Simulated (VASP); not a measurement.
Write the native input for VASP 6.6.1 that does the following.

- Task: single point
- Functional: PBEsol
- Potentials or basis: VASP PAW PBE potentials, release 64 (Co, Ga_d, As)
- Cutoff: 350 eV
- k mesh: 2 × 3 × 3
- Occupations: gaussian, width 0.03 eV
- Spin: collinear spin, ferromagnetic start
- Starting moments: [3.0, 0.0, 0.0, 0.0, 0.0, 0.0, 0.0, 0.0, 0.0, 0.0, 0.0, 0.0, 0.0, 0.0, 0.0, 0.0, 0.0, 0.0, 0.0, 0.0, 0.0, 0.0, 0.0, 0.0] μB
- Fixed moment: 3 μB
- Hubbard terms: Co d U = 4 eV
- Dq: -1
- Further INCAR settings: LREAL = Auto; ALGO = Normal; EDIFF = 1e-05; NBANDS = 128; ISYM = 0; NELECT = 213.0

The structure of Ga11CoAs12 (a cell with a defect) lies in POSCAR:

```
Ga11CoAs12                              
1.0
    0.0000000000      8.4805500000      8.4805500000
    5.6537000000      0.0000000000      5.6537000000
    5.6537000000      5.6537000000      0.0000000000
  Co              Ga              As            
     1    11    12
Direct
     0.0016871780333593    0.0011129910591546    0.9968337236145099
     0.0053810733003260    0.0062578276611009    0.4914073379401347
     0.0047275799066059    0.4970179781076126    0.0005597413770860
     0.0052878024485674    0.4968826690278062    0.4927449700300304
     0.3303470738691796    0.0045165618184806    0.0031637022426301
     0.3309314063147242    0.0016607322812475    0.5003109671549657
     0.3301271230663282    0.5004866555071423    0.0032924480322014
     0.3327826772678877    0.5002845874429236    0.4999913907123852
     0.6698473738894943    0.0046154938528825    0.9973901052335759
     0.6675847792375743    0.0020004528246963    0.4949437335705830
     0.6675110519998392    0.4969181119530795    0.0010412852634214
     0.6683977304178175    0.5019134532305548    0.4968597024946714
     0.0821590398193848    0.1240075206659507    0.1187136384816885
     0.0824560777399778    0.1238282657811131    0.6313287712175309
     0.0817480484193380    0.6355364238639730    0.1197282772001597
     0.0827839853661542    0.6284093460662489    0.6229462633270039
     0.4198221837275029    0.1246735968639485    0.1240396391299403
     0.4169735252392396    0.1238622820350829    0.6263994176658333
     0.4167164248458091    0.6276431186420278    0.1238162710957093
     0.4174736561716568    0.6245804251328382    0.6256198622018898
     0.7573587717110621    0.1234179653582570    0.1210867862469285
     0.7532735177047998    0.1256214039689839    0.6205114514987314
     0.7526306329054067    0.6273569486600439    0.1204763376889223
     0.7529022865979533    0.6249151881948604    0.6234171765794817
```

One way to write it, as run:

INCAR

```
PREC = Accurate
ENCUT = 350
EDIFF = 1E-5
ISMEAR = 0
SIGMA = 0.03
LREAL = Auto
LASPH = True
NELM = 120
ALGO = Normal
ISIF = 2
LWAVE = False
LCHARG = False
ISPIN = 2
MAGMOM = 3 0 0 0 0 0 0 0 0 0 0 0 0 0 0 0 0 0 0 0 0 0 0 0
LORBIT = 11
NUPDOWN = 3
LMAXMIX = 4
LDAU = True
LDAUTYPE = 2
LDAUL = 2 -1 -1
LDAUU = 4 0 0
LDAUJ = 0 0 0
LDAUPRINT = 1
GGA = PS
NBANDS = 128
NELECT = 213.0
ISYM = 0
KPAR = 4
```

KPOINTS

```
regular mesh
0
Gamma
  2 3 3
```

Potentials or basis: VASP PAW PBE potentials, release 64 (Co, Ga_d, As).

The run is started by

```bash
$ cat potpaw_PBE.64/Co/POTCAR potpaw_PBE.64/Ga_d/POTCAR potpaw_PBE.64/As/POTCAR > POTCAR
$ mpirun -np 4 vasp_std > vasp.out
```

It gave:

| Item | Value |
| --- | --- |
| Largest force | 0.050 eV/Å |
| Net moment | 3.00 μB per cell |
| Site moments | Co +2.38; Ga +0.01, +0.00; As +0.04, +0.00, +0.03, +0.01, +0.02 μB |
| Valence electrons inside the program's atomic spheres | Co 8.06; Ga 11.69, 11.68; As 2.86, 2.84, 2.85 |

Caveat: the PAW data sets were made with another functional, which shifts forces and pressure a little; the total moment is fixed, so each spin has its own Fermi level; the U is typed as a test and isn't derived for this compound.

Run time: 8.2 min on 4 MPI ranks on Intel(R) Xeon(R) 6975P-C (Granite Rapids), with other jobs on the host, peak memory 0.96 GiB a rank.
